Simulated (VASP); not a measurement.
Method: PBE GGA, VASP's PBE PAW potentials (set 64) (plane waves; VASP 6.6.1).

VASP ran on this input.

KPOINTS:
```
Automatic mesh
0
Gamma
10 10 10
0 0 0
```

### INCAR
```
SYSTEM = NiSi2
PREC = Accurate; ENCUT = 500; LREAL = .False.
LASPH = .True.
EDIFF = 1E-6; NELM = 100; ALGO = Normal
LMAXMIX = 4
ISMEAR = 1; SIGMA = 0.1
GGA = PE
IBRION = 2; NSW = 40; ISIF = 3
EDIFFG = -0.02; PSTRESS = 450
LWAVE = .False.; LCHARG = .False.
```

File POSCAR:
```
NiSi2
1
    0.0000000000     2.5910745428     2.5910745428
    2.5910745428     0.0000000000     2.5910745428
    2.5910745428     2.5910745428     0.0000000000
Si Ni
2 1
Direct
  0.2500000000   0.2500000000   0.2500000000
  0.7500000000   0.7500000000   0.7500000000
  0.0000000000   0.0000000000   0.0000000000
```

POTCAR, in this order: Si Ni (PBE.64 set). Program: vasp_std.

Energy and stress use the plane-wave basis of the starting cell.

Problem. Estimate the energy per atom (σ→0), volume per atom, band gap (on the k-mesh).

Solution. 
```json
{
  "energy per atom (σ→0)": "-531.5 kJ/mol of atoms",
  "band gap (on the k-mesh)": "none (metal, semimetal or under 0.01 eV)",
  "volume_per_atom": "11.05 Å³/atom"
}
```

**OSZICAR**
```
...
       N       E                     dE             d eps       ncg     rms          rms(c)
DAV:   1    -0.165273019285E+02    0.13882E-01   -0.59604E-03  1458   0.179E+00    0.240E-01
DAV:   2    -0.165281360727E+02   -0.83414E-03   -0.12130E-02  1473   0.307E+00    0.319E-01
DAV:   3    -0.165266765774E+02    0.14595E-02   -0.51325E-03  1458   0.202E+00    0.396E-02
DAV:   4    -0.165266654568E+02    0.11121E-04   -0.11586E-04  1315   0.896E-02    0.131E-02
DAV:   5    -0.165266626377E+02    0.28191E-05   -0.61851E-06  1464   0.612E-02    0.451E-03
DAV:   6    -0.165266624582E+02    0.17955E-06   -0.63801E-07   706   0.160E-02
   4 F= -.72182828E+01 E0= -.72183236E+01  d E =-.800922E-01
```

The compound is NiSi2 in the fluorite structure. This run relaxes it under an external pressure of 45 GPa. Symmetry was kept, so distortions that lower it aren't found. The run is not spin-polarised, so no magnetic state was tried.
